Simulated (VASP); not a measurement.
Given:

```yaml
crystal:
  lattice:
    - [0.00000, 2.00097, 2.00097]
    - [2.00097, 0.00000, 2.00097]
    - [2.00097, 2.00097, 0.00000]
  atoms:
    - { symbol: Li, position: [0.00000, 0.00000, 0.00000] }
    - { symbol: H, position: [0.50000, 0.50000, 0.50000] }
```

These are rev-vdW-DF2, VASP's PBE PAW potentials (set 64) (plane waves; VASP) values and carry that method's errors. Numerical set-up: 520 eV cut-off, 10×10×10 Γ-centred mesh, Gaussian smearing of 0.050 eV, potentials Li_sv H.

Problem. Predict the energy per atom (σ→0), band gap (on the k-mesh) with the smallest direct gap where there is one.

Solution. 
- band gap (on the k-mesh) = 3.11 eV
- smallest direct gap (on the k-mesh) = 3.11 eV
- energy per atom (σ→0) = -2.721 eV/atom

The absolute energy has meaning only against runs of the same code, potentials and settings.

The compound is LiH in the rock salt structure. It was relaxed first, which changed the volume by -6 %. The start is the result of an earlier pass.
